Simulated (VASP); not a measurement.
Runs of VASP 6.6.1 on LiTlF4. The structure is tetragonal, space group P4/mmm (No. 123). The conventional cell has a = 3.538 Å, b = 3.538 Å, c = 5.993 Å, α = 90.00°, β = 90.00°, γ = 90.00°. Li (site symmetry 4/mmm) has 10 F at 2.37 to 2.58 Å as nearest neighbours. Tl (site symmetry 4/mmm) has 10 F at 2.37 to 2.58 Å as nearest neighbours. Around F (site symmetry 4mm) lie 1 F at 1.26 Å. F (site symmetry 4mm) has 1 F at 1.26 Å as nearest neighbours. The cell was built by a generator and needn't be a form met in nature.

| task | level | potentials or basis | cell | cutoff (eV) | smearing | atoms held fixed (from 0) | other keys | gap on the mesh (eV) | largest force (eV/Å) |
| --- | --- | --- | --- | --- | --- | --- | --- | --- | --- |
| band structure | LDA | VASP PAW LDA potentials, release 64 (Li_sv, Tl_d, F) | as given | 520 | fermi-dirac 0.02 eV | - | several, not listed | - | 26.87 |
| relaxation of the atoms | revPBE | VASP PAW PBE potentials, release 64 (Li_sv, Tl_d, F) | atoms relaxed from: volume scaled by 1.15 | 520 | gaussian 0.05 eV | [0] | - | 1.10 | - |
| relaxation of the atoms | PBEsol | VASP PAW PBE potentials, release 64 (Li_sv, Tl_d, F) | atoms relaxed | 520 | gaussian 0.05 eV | - | - | (a) | - |
| relaxation of cell and atoms | PBE | VASP PAW PBE potentials, release 64 (Li_sv, Tl_d, F) | relaxed | 600 | gaussian 0.05 eV | - | - | 1.15 | 0.01 |
| single point | PBE | VASP PAW PBE potentials, release 64 (Li_sv, Tl_d, F) | as given | 520 | fermi-dirac 0.05 eV | - | - | none | 28.42 |

Alike in all rows: no spin polarisation; k mesh 8 × 8 × 5.

Q: Fill in the values left out.

A: (a) 1.30.

Caveats: the standard files for N, O and F lose accuracy on very short bonds (some runs); spin-orbit coupling is left out, which as a rule narrows the gap of such compounds by several tenths of an eV (some runs); an odd mesh through Γ misses points on the zone boundary, where band edges often lie (some runs); forces of over 1 eV/Å show positions far from the minimum, so gaps and moduli don't describe the material at rest (some runs); the PAW data sets were made with another functional, which shifts forces and pressure a little (some runs).

A k mesh can miss the band edges, and the runs leave out spin-orbit coupling on Tl.

A gap of «none» marks a metal or a gap under the smearing width.
